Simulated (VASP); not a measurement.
Given:

```
Ta
1.0
   -1.62815     1.62815     1.62815
    1.62815    -1.62815     1.62815
    1.62815     1.62815    -1.62815
Ta
1
Direct
  0.00000   0.00000   0.00000
```

All values below come from LDA (Ceperley-Alder, Perdew-Zunger), VASP's LDA PAW potentials (set 64) (plane waves; VASP 6.6.1). Run with 500 eV cut-off, 16×16×16 Γ-centred mesh, first-order Methfessel-Paxton smearing of 0.10 eV, potentials Ta_pv.

Energy and stress use the plane-wave basis of the starting cell.

Q: The ions, cell shape and volume at an external pressure of 5.0 GPa are relaxed. Which structure does the run end with?

A: 
```
Ta
1.0
   -1.61629     1.61629     1.61629
    1.61629    -1.61629     1.61629
    1.61629     1.61629    -1.61629
Ta
1
Cartesian
  0.00000   0.00000   0.00000
```
Space group Im-3m (229), at a tolerance of 0.03 Å.

Q: How do energy and volume change from the first to the last step?

A: The energy (σ→0) changes by +5.5 meV/atom and the volume by -2.2 %, in 3 ionic steps.

The compound is Ta in the bcc structure. This run relaxes it under an external pressure of 5 GPa. Symmetry was kept, so distortions that lower it aren't found.
